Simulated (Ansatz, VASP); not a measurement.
# Cross-check of W (Tungsten) between VASP and Ansatz

Aim: how closely do two programs agree when they are given the same cell, functional and k mesh? The cell is taken from a series of runs on this material, whose earlier steps may have relaxed, scaled, displaced or heated it; both programs get it as it stands. Valence electrons are named where the data sets of a main pair hold unlike numbers.

Main program and level: Ansatz 0.2.0; plane waves, with VASP 6.6.1 beside it; single point at r2SCAN.

### Step 1. The structure

The structure is cubic, space group Im-3m (No. 229). Conventional cell: a = 3.157 Å, b = 3.157 Å, c = 3.157 Å, α = 90.00°, β = 90.00°, γ = 90.00°. Nearest to W lie 8 W at 2.73 Å.

### Step 2. Ansatz: single point, r2SCAN

Ansatz runs on its default PAW (the set named soft_2) files.

With cell and atoms fixed, the geometry can't cause a difference; cores, projectors, grids and the points listed under the comparison can.

input.yaml reads:

```yaml
crystal:
  lattice:
    - [-1.57870323, 1.57870323, 1.57870323]
    - [1.57870323, -1.57870323, 1.57870323]
    - [1.57870323, 1.57870323, -1.57870323]
  atoms:
    - { symbol: W, position: [0.0, 0.0, 0.0] }
hamiltonian:
  xc: r2scan
  pseudopotentials: { kind: paw }
kpoints:
  mp_grid: { grid: [12, 12, 12] }
scf:
  occupations: { method: methfessel_paxton, width: 0.1 }
  n_extra_bands: 4
output:
  forces: true
  stress: true
  eigenvalues: true
```

Command:

```console
$ ansatz run input.yaml --threads 4 --pin off --max-ram 9216MiB --backend cpu --events-out ev --progress --plain --runs-dir out
```

Numbers of over 12 decimals in the logs are rounded to 6 here.

Log:

```text
scf.n_extra_bands = 4 over 7 filled bands (N_el = 14.0): the run solves 11 bands
Engine: ansatz 0.2.0, x86_64-unknown-linux-gnu
Pseudopotentials: kind: paw
Pseudopotential: W, paw, valence charge 14, recommended cutoff 500 eV (meta_gga), W.paw.azcp
Functional definition: r2SCAN
  parameter k0 = 0.174
  parameter k1 = 0.065
  parameter a1 = 4.9479
  exchange = r2scan_x(k0 = k0, k1 = k1, a1 = a1)
  correlation = r2scan_c
Crystal: 1 atoms, lattice volume = 15.738 Å³
Basis set: ecut = 500 eV, 381 PW (Γ), exchange–correlation on 80×80×80 points (64 copies of the dense FFT grid, shifted against one another)
Bands: 11, of which v1, the nominal top of the filled ones, is band 7 counted from 1 (6 counted from 0)
Symmetry: 48 space group operations
Space group: Im-3m (ITA 229), of the structure as read, at distance tolerance 2.5e-5 Å
k-points: 72 of 1728
Non-local potential: W, projectors of the file, l = 0: 3, l = 1: 2, l = 2: 2, l = 3: 1
PAW form: soft (Blöchl's): semilocal exchange-correlation on the pseudo side does not see the compensation charge
PAW frozen core: W, regenerated for the run's functional (the file was generated under x = pbe(κ = 0.804, μ = 0.219515), c = pbe(β = 0.066725))
PAW one-centre angular grid: W, 590 points (default); XC on 160 Gauss nodes
Initial density: superposition of atomic densities (neutral atoms: chi_scale 0, normalization atom), corrected by the library's trained network
Initial wavefunctions: pseudopotential atomic-orbital guess
Functional: x = r2scan, c = r2scan; τ floored in thin density (d = 2e-4 eV/Å³)
SCF iter   1: F=—  HF=-10397.280128 eV  |F-HF|=—  |Δ(HF+E_count)|=         —  Δρ=6.29e-3  dr2=1.73e-3  dr2_τ=5.42e-2  ethr=1.77e-3  ⟨swp⟩=5.0  Hψ=4669  notcnv=0
preconditioner: auto → none  [metal: Δε(μ)=0.063 eV  Ē_g=9.597 eV  σ=0.100 eV  W_gap=0.45  n_scr=0 (ndim 8)  ℏωp=22.9 eV  f_vac=0.000  D(μ)=0.67/eV (n_scr^D=0)]
SCF iter   2: F=—  HF=-10397.298524 eV  |F-HF|=—  |Δ(HF+E_count)|=   1.84e-2  S|Δr|=    0.00e0  Δρ=3.80e-3  dr2=5.52e-4  dr2_τ=1.38e-4  ethr=1.24e-5  ⟨swp⟩=2.1  Hψ=1811  notcnv=0
SCF iter   3: F=—  HF=-10397.299183 eV  |F-HF|=—  |Δ(HF+E_count)|=   6.59e-4  S|Δr|=    0.00e0  Δρ=5.50e-4  dr2=2.30e-5  dr2_τ=1.52e-5  ethr=3.94e-6  ⟨swp⟩=2.9  Hψ=1269  notcnv=0
SCF iter   4: F=—  HF=-10397.299179 eV  |F-HF|=—  |Δ(HF+E_count)|=   3.62e-6  S|Δr|=    0.00e0  Δρ=1.51e-4  dr2=1.10e-6  dr2_τ=5.93e-7  ethr=1.64e-7  ⟨swp⟩=3.0  Hψ=1288  notcnv=0
SCF iter   5: F=-10397.299180 eV  HF=-10397.299180 eV  |F-HF|=4.18e-11  |Δ(HF+E_count)|=   6.00e-7  S|Δr|=    0.00e0  Δρ=2.39e-5  dr2=2.70e-8  dr2_τ=4.59e-9  ethr=7.14e-10  ⟨swp⟩=6.9  Hψ=4044  notcnv=0
SCF 1 converged in 5 iterations: F = -10397.299180 eV  dr2 = 2.70e-8
  greatest PAW one-centre occupation: 0.999 electrons in one spin orbital (limit 2), on the W atom at site 0 (counted from 0), in its partial waves of l = 0
SCF converged after 5 iterations
Stability not checked: this state was not tested for a lower state beside it, because cold or Methfessel-Paxton smearing, or corrected tetrahedra, fill the levels in a way that the test cannot read (fill_not_monotonic; see scf.lower_state_search)
Free energy (F): -10397.299180 eV
Harris-Foulkes:  -10397.299180 eV  (|F-HF|=4.18e-11)
Internal energy: -10397.299101 eV  (E = F + TS)
E sigma→0 (E₀):  -10397.299160 eV
Entropy (-TS):   -0.000079 eV (-0.079 meV/atom)
Fermi energy:    22.502661 eV
--- Per-component energies (eV) ---
  E_band       = -93.633730
  E_kinetic    = 451.288248
  E_local      = -594.002708  (includes V_loc(G=0)·N_el)
  E_nonlocal   = 0.903976
  E_hartree    = 214.115544
  E_xc         = -249.353901
  E_vxc        = -260.299430  (∫ρ·V_xc dr)
  E_paw        = -8593.150159  (= ΣΔE_a)
  E_vpaw       = -133.164695  (= ΣTr[D̂ρ^β])
  E_aug_tail   = -0.000054  (compensation charges beyond the density's cutoff)
  E_vtau       = 13.411168  (kinetic-family band-sum trace: ∫τ·v_τ [+ j·A + Jᵃ·Aᵃ] dr)
  E_ewald      = -1626.512098
  E_core_change = -0.587949  (= ΣΔE_core)
  E_smearing   = -0.000079  (= −TS)
  E_closure    = -0.000000  (closes the sum)
  Σ components = -10397.299180   (vs F -10397.299180, Δ=0.00e0)
--- Forces (eV/Å), atoms counted from 1 ---
  atom   1  W     -0.00000000    -0.00000000     0.00000000
  max |Σ_I F_I| component: 4.31e-32 eV/Å
--- Stress (GPa, compression-positive) ---
        4.018500       0.000000      -0.000000
       -0.000000       4.018500      -0.000000
        0.000000       0.000000       4.018500
  P = ⅓ Tr σ = 4.0185 GPa (40.185 kbar)
--- Band table (eV; the first three rows and the last of 72) ---
  k-point 0: bands = [... 3 lower, -16.2835, 12.4945, 21.3385, 21.3385, 21.3385, 25.2058, 25.2058, 37.8247]
  k-point 1: bands = [... 3 lower, -16.2840, 12.8463, 21.1256, 21.2823, 21.6792, 24.8794, 25.2072, 38.1127]
  k-point 2: bands = [... 3 lower, -16.2854, 13.8075, 20.5904, 21.0175, 22.6750, 24.4380, 25.2476, 38.5934]
  k-point 71: bands = [... 3 lower, -17.2629, 16.5676, 16.5676, 28.0168, 28.0168, 28.0168, 31.2724, 31.2724]
```

The run ends at a pressure of 4.02 GPa.

### Step 3. VASP: single point, r2SCAN

The same cell, functional, mesh and smearing now go to VASP, with its own data sets.

Lines of VASP's logs that name or quote its potential files are left out, and so is its time.

INCAR reads:

```
SYSTEM = W
PREC = Accurate
ENCUT = 520
EDIFF = 1E-06
NELM = 100
ISMEAR = 1
SIGMA = 0.1
LREAL = .FALSE.
ALGO = Normal
METAGGA = R2SCAN
LASPH = .TRUE.
NBANDS = 13
LORBIT = 11
LWAVE = .FALSE.
LCHARG = .FALSE.
KPAR = 2
ISIF = 2
```

POSCAR reads:

```
W
1.0
   -1.5787032300      1.5787032300      1.5787032300
    1.5787032300     -1.5787032300      1.5787032300
    1.5787032300      1.5787032300     -1.5787032300
W
1
Direct
    0.0000000000      0.0000000000      0.0000000000
```

KPOINTS reads:

```
Automatic mesh
0
Gamma
12 12 12
0 0 0
```

The projector-augmented-wave data sets are W_sv_GW (PBE family, release 64).

Command:

```console
$ mpirun -np 2 vasp_std
```

Log:

```text
[banner, memory and clock lines left out]
running    2 mpi-ranks, on    1 nodes
 distrk:  each k-point on    1 cores,    2 groups
 distr:  one band on    1 cores,    1 groups

 POSCAR found type information on POSCAR W
 POSCAR found :  1 types and       1 ions
|                                                                             |
|               ----> ADVICE to this user running VASP <----                  |
|                                                                             |
|     You enforced a specific xc type in the INCAR file but a different       |
|     [... a line on the potential file left out ...]
|     I HOPE YOU KNOW WHAT YOU ARE DOING!                                     |
|                                                                             |

 LDA part: xc-table for (None), standard interpolation
 POSCAR, INCAR and KPOINTS ok, starting setup
 FFT: planning ... GRIDC
 FFT: planning ... GRID_SOFT
 FFT: planning ... GRID
 WAVECAR not read
 entering main loop
       N       E                     dE             d eps       ncg     rms          rms(c)
DAV:   1     0.306590780589E+02    0.30659E+02   -0.94488E+03  1909   0.119E+03
DAV:   2    -0.572812796974E+02   -0.87940E+02   -0.83458E+02  2387   0.289E+02
DAV:   3    -0.593120597228E+02   -0.20308E+01   -0.20218E+01  2167   0.406E+01
DAV:   4    -0.593168703144E+02   -0.48106E-02   -0.48104E-02  2127   0.252E+00
DAV:   5    -0.593168899861E+02   -0.19672E-04   -0.19672E-04  2142   0.134E-01    0.511E+01
DAV:   6    -0.534418910943E+02    0.58750E+01   -0.10119E+00  1932   0.941E+00    0.289E+01
DAV:   7    -0.534720035491E+02   -0.30112E-01   -0.51910E-01  2097   0.709E+00    0.231E+00
DAV:   8    -0.534745849649E+02   -0.25814E-02   -0.17893E-02  1942   0.160E+00    0.950E-01
DAV:   9    -0.534767226020E+02   -0.21376E-02   -0.32035E-03  1987   0.639E-01    0.477E-01
DAV:  10    -0.534767338998E+02   -0.11298E-04   -0.45663E-05  2187   0.840E-02    0.155E-01
DAV:  11    -0.534767872207E+02   -0.53321E-04   -0.75209E-05  1982   0.950E-02    0.348E-02
DAV:  12    -0.534767860345E+02    0.11862E-05   -0.10427E-06  1815   0.112E-02    0.417E-02
DAV:  13    -0.534767844126E+02    0.16219E-05   -0.30818E-07  1011   0.591E-03    0.328E-03
DAV:  14    -0.534767842344E+02    0.17813E-06   -0.13427E-08   996   0.158E-03
   1 F= -.53476784E+02 E0= -.53476827E+02  d E =0.129587E-03
```

From OUTCAR (step 3):

```text
ion  position               nearest neighbor table
   1  0.000  0.000  0.000-

  LATTYP: Found a body centered cubic cell.
 ALAT       =     3.1574064600

 Subroutine GETGRP returns: Found 48 space group operations
 (whereof 48 operations were pure point group operations)

The static configuration has the point symmetry O_h .

 Found     72 irreducible k-points:

   k-points           NKPTS =     72   k-points in BZ     NKDIM =     72   number of bands    NBANDS=     13

   dimension x,y,z NGX =    20 NGY =   20 NGZ =   20
   dimension x,y,z NGXF=    40 NGYF=   40 NGZF=   40

   ENCUT  =  520.0 eV  38.22 Ry    6.18 a.u.   5.08  5.08  5.08*2*pi/ulx,y,z

   NELECT =      14.0000    total number of electrons

 k-points in reciprocal lattice and weights: Automatic mesh
   0.00000000  0.00000000  0.00000000       0.001
   0.08333333  0.00000000  0.00000000       0.007
   0.16666667  0.00000000  0.00000000       0.007
   0.25000000  0.00000000  0.00000000       0.007
   0.33333333  0.00000000  0.00000000       0.007
   0.41666667  0.00000000  0.00000000       0.007
   0.50000000  0.00000000  0.00000000       0.003
   0.08333333  0.08333333  0.00000000       0.014
   0.16666667  0.08333333 -0.00000000       0.028
[...]
0.50000000  0.50000000  0.41666667       0.007
   0.50000000  0.50000000  0.50000000       0.001

 average (electrostatic) potential at core
       1 -91.4454

 E-fermi :  12.4261

 k-point     1 :       0.0000    0.0000    0.0000
  band No.  band energies     occupation
    ...
      4     -26.4296      2.00000
      5       2.4093      2.00000
      6      11.2705      2.00000
      7      11.2705      2.00000
      8      11.2705      2.00000
      9      15.1327      0.00000
     10      15.1327      0.00000
     11      27.7312      0.00000
     12      27.7312      0.00000
     13      27.7313      0.00000

 k-point     2 :       0.0833    0.0000    0.0000
  band No.  band energies     occupation
    ...
      4     -26.4297      2.00000
      5       2.7612      2.00000
      6      11.0579      2.00000
      7      11.2141      2.00000
      8      11.6108      2.00000
      9      14.8067      0.00000
     10      15.1340      0.00000
     11      28.0192      0.00000
     12      28.3219      0.00000
     13      28.5570      0.00000

 k-point     3 :       0.1667    0.0000    0.0000
  band No.  band energies     occupation
    ...
      3     -26.5449      2.00000
      4     -26.4309      2.00000
      5       3.7208      2.00000
      6      10.5233      2.00000
      7      10.9478      2.00000
      8      12.6047     -0.02996
      9      14.3658     -0.00000
     10      15.1738      0.00000
     11      28.5004      0.00000
     12      29.9814      0.00000
    ...

  Total        0.1615643      0.1615643      0.1615643      0.0000000     -0.0000000      0.0000000
  in kB       16.4472937     16.4472937     16.4472937      0.0000000     -0.0000000      0.0000000
  external PRESSURE =      16.4472937 kB  Pullay stress =       0.0000000 kB

  energy-cutoff  :      520.00
  volume of cell :       15.74
      direct lattice vectors                 reciprocal lattice vectors
    -1.578703230  1.578703230  1.578703230     0.000000000  0.316715638  0.316715638
     1.578703230 -1.578703230  1.578703230     0.316715638  0.000000000  0.316715638
     1.578703230  1.578703230 -1.578703230     0.316715638  0.316715638  0.000000000

 POSITION                                       TOTAL-FORCE (eV/Angst)
 -----------------------------------------------------------------------------------
      0.00000      0.00000      0.00000        -0.000000      0.000000      0.000000
 -----------------------------------------------------------------------------------
    total drift:                               -0.000000     -0.000000      0.000000

  FREE ENERGIE OF THE ION-ELECTRON SYSTEM (eV)
  ---------------------------------------------------
  free  energy   TOTEN  =       -53.4767842344 eV

  energy  without entropy=      -53.4769138217  energy(sigma->0) =      -53.47682743

 total charge
# of ion       s       p       d       f       tot
--------------------------------------------------
    1        2.783   6.034   2.999   0.040  11.856

[... 3 further parts left out ...]
```

The run ends at a pressure of 1.64 GPa.

### Step 4. Side by side

Known differences besides the potentials themselves: VASP keeps PBE cores, Ansatz makes them for the functional; the cutoff is 500 eV in Ansatz and 520 eV in VASP. Total energies have different zeros and are not compared.

The two programs side by side:

```
                                        quantity  Ansatz  VASP  difference
                                  pressure (GPa)    4.02  1.64       +2.37
pressure without Ansatz's Pulay correction (GPa)    3.93  1.64       +2.29
```

Ansatz's pressure holds a Pulay correction of 0.08 GPa; VASP's holds none.

### Step 5. Summary of results

```
difference in pressure (single point, r2SCAN) : 2.4 GPa
```

**Reading.** The difference in pressure is 2.4 GPa (single point, r2SCAN), beyond the 1 GPa picked in this series as the mark of a large difference. What causes the difference of the single point, r2SCAN pair stays open here. How closely two codes agree says nothing of how well the functional describes the real material.

[Lines on the potential files, build, host, timing and source positions are cut from VASP's logs without a mark.]

[Logs are printed without paths, hosts, clocks, repeated set-up lines and the standing remarks that a program may print on its own settings, such as how far it seeks lower states.]

[Hosts, paths, dates, database ids (printed as entryN), source tags and the programs' standing remarks are cut or masked in the printed files.]
